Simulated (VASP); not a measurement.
# Be3Si (I4/mmm) in VASP: single point with PBE

Aim: the single point of Be3Si with PBE.

Everything below comes from runs of VASP 6.6.1. Logs are shortened: lines on timing, memory, paths and dates and some standing lists are left out, and cuts for length are marked.

## Step 1: The structure

Symmetry: I4/mmm, No. 139, tetragonal system. The conventional cell has a = 3.411 Å, b = 3.411 Å, c = 6.846 Å, α = 90.00°, β = 90.00°, γ = 90.00°. Around Be (site symmetry -4m2) lie 8 Be at 2.41 to 2.42 Å and 4 Si at 2.42 Å. Around Be (site symmetry 4/mmm) lie 4 Si at 2.41 Å and 8 Be at 2.42 Å. Around Si (site symmetry 4/mmm) lie 12 Be at 2.41 to 2.42 Å.

The cell comes from a database or a generator and needn't be the stable form of this composition.

## Step 2: Single point, PBE

INCAR

```
ALGO = Normal ; EDIFF = 1E-6
ENCUT = 520 ; GGA = PE
ISIF = 2 ; ISMEAR = -1
ISYM = 0 ; LASPH = T
LCHARG = F ; LREAL = F
LWAVE = F ; NBANDS = 13
NELM = 100 ; PREC = Accurate
SIGMA = 0.15
```

KPOINTS

```
k-points
0
Gamma
  7 7 8
```

POSCAR

```
Be3Si
1.0
   -1.7055660000      1.7055660000      3.4231330000
    1.7055660000     -1.7055660000      3.4231330000
    1.7055660000      1.7055660000     -3.4231330000
Be Si
3 1
Direct
    0.7500000000      0.2500000000      0.5000000000
    0.2500000000      0.7500000000      0.5000000000
    0.5000000000      0.5000000000      0.0000000000
    0.0000000000      0.0000000000      0.0000000000
```

Potentials or basis: VASP PAW PBE potentials, release 64 (Be, Si).

Command:

```bash
$ cat potpaw_PBE.64/Be/POTCAR potpaw_PBE.64/Si/POTCAR > POTCAR
$ mpirun -np 1 vasp_std > vasp.out
```

OUTCAR:

```text
EDIFF = 1E-6
   ENCUT = 520
   GGA = PE
   ISIF = 2
   ISMEAR = -1
   ISYM = 0
   LASPH = T
   LREAL = F
   NELM = 100
   PREC = Accurate

 ion  position               nearest neighbor table
   1  0.750  0.250  0.500-   4 2.42   4 2.42   4 2.42   4 2.42
   2  0.250  0.750  0.500-   4 2.42   4 2.42   4 2.42   4 2.42
   3  0.500  0.500  0.000-   4 2.41   4 2.41   4 2.41   4 2.41
   4  0.000  0.000  0.000-   3 2.41   3 2.41   3 2.41   3 2.41   1 2.42   1 2.42   2 2.42   2 2.42
                             2 2.42   1 2.42   2 2.42   1 2.42

IMPORTANT INFORMATION: All symmetrisations will be switched off!
NOSYMM: (Re-)initialisation of all symmetry stuff for point group C_1.

----------------------------------------------------------------------------------------

                                     Primitive cell

  volume of cell :      39.8310

  direct lattice vectors                    reciprocal lattice vectors
    -1.705566000  1.705566000  3.423133000     0.000000000  0.293157814  0.146065023
     1.705566000 -1.705566000  3.423133000     0.293157814  0.000000000  0.146065023
     1.705566000  1.705566000 -3.423133000     0.293157814  0.293157814  0.000000000

  length of vectors
     4.187570930  4.187570930  4.187570930     0.327530907  0.327530907  0.414587756

  position of ions in fractional coordinates (direct lattice)
     0.750000000  0.250000000  0.500000000
     0.250000000  0.750000000  0.500000000
     0.500000000  0.500000000  0.000000000
     0.000000000  0.000000000  0.000000000

  ion indices of the primitive-cell ions
   primitive index   ion index
                 1           1
                 2           2
                 3           3
                 4           4

----------------------------------------------------------------------------------------

 KPOINTS: k-points

Automatic generation of k-mesh.
 Grid dimensions read from file:
 generate k-points for:    7    7    8

 Generating k-lattice:

  Cartesian coordinates                     Fractional coordinates (reciprocal lattice)
     0.000000000  0.041879688  0.020866432     0.142857143  0.000000000  0.000000000
     0.041879688  0.000000000  0.020866432     0.000000000  0.142857143  0.000000000
     0.036644727  0.036644727  0.000000000     0.000000000  0.000000000  0.125000000

  Length of vectors
     0.046790130  0.046790130  0.051823470

  Shift w.r.t. Gamma in fractional coordinates (k-lattice)
     0.000000000  0.000000000  0.000000000

 -----------------------------------------------------------------------------
|                                                                             |
|           W    W    AA    RRRRR   N    N  II  N    N   GGGG   !!!           |
|           W    W   A  A   R    R  NN   N  II  NN   N  G    G  !!!           |
|           W    W  A    A  R    R  N N  N  II  N N  N  G       !!!           |
|           W WW W  AAAAAA  RRRRR   N  N N  II  N  N N  G  GGG   !            |
|           WW  WW  A    A  R   R   N   NN  II  N   NN  G    G                |
|           W    W  A    A  R    R  N    N  II  N    N   GGGG   !!!           |
|                                                                             |
|     Your reciprocal lattice and k-lattice belong to different lattice       |
|     classes:                                                                |
|                                                                             |
|        The reciprocal lattice is body-centered tetragonal,                  |
|        whereas your k-lattice is base-centered monoclinic.                  |
|                                                                             |
|     Results are often still useful ...                                      |
|                                                                             |
 -----------------------------------------------------------------------------

 WARNING: IBZKPT: internal override: KBLOWUP is changed to .FALSE.
      ... skipping the blow-up phase ...

 Subroutine IBZKPT returns following result:
 ===========================================

 Found    197 irreducible k-points:

 Following reciprocal coordinates:
            Coordinates               Weight
  0.000000  0.000000  0.000000      1.000000
  0.142857 -0.000000  0.000000      2.000000
  0.285714  0.000000 -0.000000      2.000000
  0.428571  0.000000 -0.000000      2.000000
 -0.000000  0.142857  0.000000      2.000000
  0.142857  0.142857  0.000000      2.000000
[... 16 lines left out ...]
 -0.428571  0.428571  0.000000      2.000000
 -0.285714  0.428571 -0.000000      2.000000
 [... further k-points ...]
   k-points           NKPTS =    197   k-points in BZ     NKDIM =    197   number of bands    NBANDS=     13
   number of dos      NEDOS =    301   number of ions     NIONS =      4
   total plane-waves  NPLWV =  32768
   dimension x,y,z NGX =    32 NGY =   32 NGZ =   32
   dimension x,y,z NGXF=    64 NGYF=   64 NGZF=   64
   ions per type =               3   1
   NGX,Y,Z   is equivalent  to a cutoff of  12.70, 12.70, 12.70 a.u.
   NGXF,Y,Z  is equivalent  to a cutoff of  25.41, 25.41, 25.41 a.u.
 SYSTEM =  unknown system
   PREC   = accura    normal or accurate (medium, high low for compatibility)
   ISTART =      0    job   : 0-new  1-cont  2-samecut
   ICHARG =      2    charge: 1-file 2-atom 10-const
   ISPIN  =      1    spin polarized calculation?
   LNONCOLLINEAR =      F non collinear calculations
   LSORBIT =      F    spin-orbit coupling
   LASPH  =      T    aspherical Exc in radial PAW
   ENCUT  =  520.0 eV  38.22 Ry    6.18 a.u.   7.79  7.79  7.79*2*pi/ulx,y,z
   NELM   =    100;   NELMIN=  2; NELMDL= -5     # of ELM steps
   EDIFF  = 0.1E-05   stopping-criterion for ELM
   LREAL  =      F    real-space projection
   EDIFFG = 0.1E-04   stopping-criterion for IOM
   NSW    =      0    number of steps for IOM
   IBRION =     -1    ionic relax: 0-MD 1-quasi-New 2-CG
   NFREE  =      0    steps in history (QN), initial steepest desc. (CG)
   ISIF   =      2    stress and relaxation
   ISYM   =      0    0-nonsym 1-usesym 2-fastsym
   POTIM  = 0.5000    time-step for ionic-motion
   TEBEG  =    0.0;   TEEND  =   0.0 temperature during run
   PSTRESS=    0.0 pullay stress
   NELECT =      10.0000    total number of electrons
   NUPDOWN=      -1.0000    fix difference up-down
   EMIN   =  10.00;   EMAX   =-10.00  energy-range for DOS
   EFERMI =   0.00;   METHOD = LEGACY
   ISMEAR =    -1;   SIGMA  =   0.15  broadening in eV -4-tet -1-fermi 0-gaus
   EFERMI_NEDOS =   21; number of points for ismear=-14 and -15
   IALGO  =     38    algorithm
   IMIX   =      4    mixing-type and parameters
     AMIX     =   0.40;   BMIX     =  1.00
     AMIX_MAG =   1.60;   BMIX_MAG =  1.00
  volume/ion in A,a.u.               =       9.96        67.20
  Fermi-wavevector in a.u.,A,eV,Ry     =   1.032764  1.951642 14.512003  1.066602
  Thomas-Fermi vector in A             =   2.166978
   LORBIT       =      0    0 simple, 1 ext, 2 COOP (PROOUT), +10 PAW based schemes
   GGA     = PE    functional components
   LHFCALC =     F    Hartree Fock is set to
   AEXX    =    0.0000 exact exchange contribution
   IVDW    =     0    specifies the selected vdW correction
   LEPSILON=     F    determine dielectric tensor
   LRPA    =     F    only Hartree local field effects (RPA)
 non-spin polarized calculation
  energy-cutoff  :      520.00
  volume of cell :       39.83
 maximum number of plane-waves:      1087
   NGX = 15   NGY = 15   NGZ = 15

 number of electron      10.0000000 magnetization

 Free energy of the ion-electron system (eV)
  ---------------------------------------------------
  ext. energy  EPLUGINS =         0.00000000
  ---------------------------------------------------
  free energy    TOTEN  =       -15.68840275 eV

  energy without entropy =      -15.60785642  energy(sigma->0) =      -15.64812959

 E-fermi :   7.9107     XC(G=0): -10.6670

 val. band max:        7.9044767083   @ k =   0.1429   0.1429   0.1250
 cond. band min:       7.9378081260   @ k =   0.2857   0.2857   0.2500
 fundamental gap:      0.0333314178
 Fermi energy:         7.9106721701

 k-point     1 :       0.0000    0.0000    0.0000
  band No.  band energies     occupation
      1      -4.7611      2.00000
      2       4.5451      2.00000
      3       7.3210      1.96151
      4       7.3247      1.96056
      5       8.0691      0.51617
      6       8.0719      0.50901
      7       8.7674      0.00659
      8       9.0658      0.00090
      9      10.1294      0.00000
     10      12.4053      0.00000
     11      14.9710      0.00000
     12      15.4774      0.00000
     13      15.4774      0.00000

 k-point     2 :       0.1429   -0.0000    0.0000
  band No.  band energies     occupation
      1      -4.4965      2.00000
      2       4.2480      2.00000
      3       5.1439      2.00000
      4       6.8216      1.99860
      5       7.0682      1.99275
      6       8.9307      0.00222
      7       9.4643      0.00006
      8      10.5120      0.00000
      9      11.5957      0.00000
     10      13.4559      0.00000
     11      13.4820      0.00000
     12      15.3771      0.00000
     13      15.5895      0.00000

 k-point     3 :       0.2857    0.0000   -0.0000
  band No.  band energies     occupation
      1      -3.7180      2.00000
      2       2.2204      2.00000
      3       4.1071      2.00000
      4       5.4439      2.00000
      5       7.1659      1.98614
      6      10.5616      0.00000
      7      11.0230      0.00000
      8      11.0981      0.00000
      9      11.1729      0.00000
     10      13.6485      0.00000
     11      14.8838      0.00000
     12      16.1396      0.00000
     13      17.5287      0.00000
[... 305 lines left out ...]
 k-point    23 :      -0.4286    0.4286    0.0000
  band No.  band energies     occupation
      1      -1.0075      2.00000
      2       2.1457      2.00000
      3       2.2283      2.00000
      4       2.9129      2.00000
      5       4.9472      2.00000
      6       6.5233      1.99981
      7       9.1145      0.00065
      8      12.5483      0.00000
      9      12.7896      0.00000
     10      15.7372      0.00000
     11      19.1989      0.00000
     12      20.5762      0.00000
     13      20.9605      0.00000

 k-point    24 :      -0.2857    0.4286   -0.0000
  band No.  band energies     occupation
      1      -1.9952      2.00000
      2       1.5877      2.00000
      3       3.0494      2.00000
      4       4.1319      2.00000
      5       5.9046      2.00000
      6       7.5650      1.81847
      7       7.6876      1.63125
      8      12.3856      0.00000
      9      14.1381      0.00000
     10      16.8839      0.00000
     11      17.6161      0.00000
     12      18.2300      0.00000
     13      19.0733      0.00000

 [... further k-points ...]
[... 5 lines left out ...]
  --------------------------------------------------------------------------------------
  -------------------------------------------------------------------------------------
  Total       -0.2438266     -0.2438309     -0.2626212      0.0432991      0.1120729      0.1120715
  in kB       -9.8077809     -9.8079551    -10.5637863      1.7416821      4.5080680      4.5080104
  external PRESSURE =     -10.0598407 kB  Pullay stress =       0.0000000 kB

 VOLUME and BASIS-vectors are now :
 -----------------------------------------------------------------------------
  energy-cutoff  :      520.00
  volume of cell :       39.83
      direct lattice vectors                 reciprocal lattice vectors
    -1.705566000  1.705566000  3.423133000     0.000000000  0.293157814  0.146065023
     1.705566000 -1.705566000  3.423133000     0.293157814  0.000000000  0.146065023
     1.705566000  1.705566000 -3.423133000     0.293157814  0.293157814  0.000000000

 POSITION                                       TOTAL-FORCE (eV/Angst)
 -----------------------------------------------------------------------------------
      0.00000      1.70557      1.71157         0.008557     -0.008558      0.000000
      1.70557      0.00000      1.71157        -0.008557      0.008558      0.000001
      0.00000      0.00000      3.42313         0.000000      0.000001     -0.000000
      0.00000      0.00000      0.00000        -0.000000     -0.000000     -0.000001
 -----------------------------------------------------------------------------------
    total drift:                                0.000000      0.000001      0.000001

  FREE ENERGIE OF THE ION-ELECTRON SYSTEM (eV)
  ---------------------------------------------------
  free  energy   TOTEN  =       -15.6884027529 eV

  energy  without entropy=      -15.6078564187  energy(sigma->0) =      -15.64812959
```

It took 83 s on 1 thread of Intel Xeon Platinum 8259CL at 2.50GHz (Skylake/Cascade Lake), shared host; peak memory 0.22 GiB.

What came out:

| Quantity | Value |
| --- | --- |
| Free energy | -15.6884 eV |
| Pressure | -1.0 GPa |
| Largest force | 0.012 eV/Å |
| Band gap on the k mesh | none (metal or under the smearing width) |

Forces in eV/Å, atoms in the order of the input:
```
Be   0.009 -0.009  0.000
Be  -0.009  0.009  0.000
Be   0.000  0.000  0.000
Si   0.000  0.000  0.000
```
